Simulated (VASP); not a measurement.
Output of a VASP run:

File OSZICAR:
```
       N       E                     dE             d eps       ncg     rms          rms(c)
DAV:   1     0.939408916332E+02    0.93941E+02   -0.65741E+03   480   0.113E+03
DAV:   2     0.276569651732E+00   -0.93664E+02   -0.88215E+02   576   0.242E+02
DAV:   3    -0.563084692256E+01   -0.59074E+01   -0.58824E+01   640   0.579E+01
DAV:   4    -0.589655099252E+01   -0.26570E+00   -0.26547E+00   872   0.103E+01
DAV:   5    -0.589735405653E+01   -0.80306E-03   -0.80304E-03   620   0.615E-01    0.271E+00
DAV:   6    -0.580897287715E+01    0.88381E-01   -0.12261E-01   596   0.244E+00    0.198E+00
DAV:   7    -0.580065472691E+01    0.83182E-02   -0.12541E-01   604   0.211E+00    0.846E-01
DAV:   8    -0.580562814581E+01   -0.49734E-02   -0.15336E-02   612   0.102E+00    0.203E-01
DAV:   9    -0.580558480906E+01    0.43337E-04   -0.68848E-04   628   0.165E-01    0.887E-02
DAV:  10    -0.580592389004E+01   -0.33908E-03   -0.49510E-04   572   0.136E-01    0.761E-02
DAV:  11    -0.580592062020E+01    0.32698E-05   -0.63369E-05   620   0.465E-02    0.101E-02
DAV:  12    -0.580592217455E+01   -0.15544E-05   -0.49008E-06   604   0.222E-02    0.125E-02
DAV:  13    -0.580592288537E+01   -0.71081E-06   -0.88139E-07   604   0.904E-03    0.404E-03
DAV:  14    -0.580592302732E+01   -0.14196E-06   -0.18581E-07   560   0.351E-03    0.975E-04
DAV:  15    -0.580592303751E+01   -0.10182E-07   -0.15226E-08   432   0.962E-04
   1 F= -.58059230E+01 E0= -.58059230E+01  d E =-.667393E-20
```

**OUTCAR**
```
------------------------ aborting loop because EDIFF is reached ----------------------------------------
  FORCE on cell =-STRESS in cart. coord.  units (eV):
  Direction    XX          YY          ZZ          XY          YZ          ZX
  --------------------------------------------------------------------------------------
  Total       -0.3502718     -0.3502718     -0.3502718     -0.0000000      0.0000000      0.0000000
  in kB       -6.1375986     -6.1375986     -6.1375986     -0.0000000      0.0000000      0.0000000
  external PRESSURE =      -6.1375986 kB  Pullay stress =       0.0000000 kB
  volume of cell :       91.44
      direct lattice vectors                 reciprocal lattice vectors
     0.000000000  3.575711080  3.575711080    -0.139832327  0.139832327  0.139832327
     3.575711080  0.000000000  3.575711080     0.139832327 -0.139832327  0.139832327
     3.575711080  3.575711080  0.000000000     0.139832327  0.139832327 -0.139832327
  FREE ENERGIE OF THE ION-ELECTRON SYSTEM (eV)
  ---------------------------------------------------
  free  energy   TOTEN  =        -5.8059230375 eV

  energy  without entropy=       -5.8059230375  energy(sigma->0) =       -5.80592304
```
(Selected blocks of OUTCAR.)

POSCAR:
```
KI
1
    0.0000000000     3.5757110800     3.5757110800
    3.5757110800     0.0000000000     3.5757110800
    3.5757110800     3.5757110800     0.0000000000
K I
1 1
Direct
  0.0000000000   0.0000000000   0.0000000000
  0.5000000000   0.5000000000   0.5000000000
```

### Question
Reconstruct the remaining input files.

### Answer
Several could match; the one computed here: the input of the run itself, PBEsol GGA, plane waves, VASP's PBE PAW potentials (set 64).

### INCAR
```
SYSTEM  =  KI
PREC  =  Accurate; ENCUT  =  520; LREAL  =  .FALSE.
LASPH  =  .TRUE.
EDIFF  =  1E-7; NELM  =  100; ALGO  =  Normal
LMAXMIX  =  4
ISMEAR  =  0; SIGMA  =  0.05
GGA  =  PS
ISIF  =  2
LWAVE  =  .FALSE.; LCHARG  =  .FALSE.
```

### KPOINTS
```
Automatic mesh
0
Gamma
7 7 7
0 0 0
```

POTCAR, in this order: K_sv I (PBE.64 set). Program: vasp_std.

The compound is KI in the rock salt structure. This cell is one point of a volume scan, at 1.06 of the reference volume.
